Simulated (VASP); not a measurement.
C (diamond): the mBJ gap over mesh and path against the volume, with the cell scaled uniformly; LDA's own equilibrium is at 5.526 Å³/atom. VASP (PAW), 520 eV cut-off, 14×14×14 Γ-centred mesh, Gaussian smearing of 0.050 eV, potentials C. mBJ is a potential without an energy functional, so only the levels count. Fit the value as a straight line in ln V.

```csv
V (Å³/atom),mBJ gap over mesh and path (eV)
5.028,5.165
5.194,5.103
5.36,5.044
5.526,4.988
5.691,4.934
5.857,4.880
```

Problem. Fit the rows as the text says and predict the value at 4.863.

Solution. The slope against ln V is -1.86 eV, the volume deformation potential of this gap. The line misses the rows by up to 0.001 and gives 5.226 at 4.863. The run gave 5.229, +0.003 from the line.

Left out are failed runs and those whose mesh is unfit for this quantity.

The compound is C in the diamond structure.
